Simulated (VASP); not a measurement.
VASP ran on this input.

**KPOINTS**
```
Automatic mesh
0
Gamma
9 9 9
0 0 0
```

INCAR:
```
SYSTEM = AuZn
PREC = Accurate
ENCUT = 400
EDIFF = 1E-6
NELM = 100
ALGO = Normal
LREAL = .FALSE.
LASPH = .TRUE.
ISMEAR = 1
SIGMA = 0.1
GGA = PE
LMAXMIX = 6
LWAVE = .FALSE.
LCHARG = .FALSE.
ISIF = 2
NBANDS = 9
```

### POSCAR
```
AuZn
1
    3.2130000000     0.0000000000     0.0000000000
    0.0000000000     3.2130000000     0.0000000000
    0.0000000000     0.0000000000     3.2130000000
Zn Au
1 1
Direct
  0.5000000000   0.5000000000   0.5000000000
  0.0000000000   0.0000000000   0.0000000000
```

POTCAR, in this order: Zn Au (PBE.64 set). Program: vasp_std.

### Question
What happens when VASP runs on this input?

### Answer
There is a fault: NBANDS is too small to hold all electrons. VASP stops with an error: The number of bands is not sufficient to hold all electrons. I am sorry, but this calculation does not make sense. If you want to calculate only selected states, you need to set either EFERMI or EREF. EREF specifies around which energy states are supposed to be calculated. I found NBANDS = 9, NELECT = 23. ----> I REFUSE TO CONTINUE WITH THIS SICK JOB ... BYE!!! <----

**standard output**
```
 POSCAR found type information on POSCAR ZnAu
 POSCAR found :  2 types and       2 ions
 Reading from existing POTCAR
 Reading from existing POTCAR
 LDA part: xc-table for (Slater+PW92), standard interpolation

 -----------------------------------------------------------------------------
|                                                                             |
|     EEEEEEE  RRRRRR   RRRRRR   OOOOOOO  RRRRRR      ###     ###     ###     |
|     E        R     R  R     R  O     O  R     R     ###     ###     ###     |
|     E        R     R  R     R  O     O  R     R     ###     ###     ###     |
|     EEEEE    RRRRRR   RRRRRR   O     O  RRRRRR       #       #       #      |
|     E        R   R    R   R    O     O  R   R                               |
|     E        R    R   R    R   O     O  R    R      ###     ###     ###     |
|     EEEEEEE  R     R  R     R  OOOOOOO  R     R     ###     ###     ###     |
|                                                                             |
|     The number of bands is not sufficient to hold all electrons. I am       |
|     sorry, but this calculation does not make sense. If you want to         |
|     calculate only selected states, you need to set either EFERMI or        |
|     EREF. EREF specifies around which energy states are supposed to be      |
|     calculated.                                                             |
|     I found NBANDS = 9, NELECT = 23.                                        |
|                                                                             |
|       ---->  I REFUSE TO CONTINUE WITH THIS SICK JOB ... BYE!!! <----       |
|                                                                             |
 -----------------------------------------------------------------------------
```

To mend it, remove NBANDS.

The mended run (PBE GGA, plane waves, VASP's PBE PAW potentials (set 64)) converges, and its OSZICAR ends with
```
   1 F= -.47365506E+01 E0= -.47363198E+01  d E =-.692451E-03
```

The compound is AuZn in the CsCl type structure. The cell was not relaxed at this level. The electron count is odd and the run is not spin-polarised, which forces a metal.
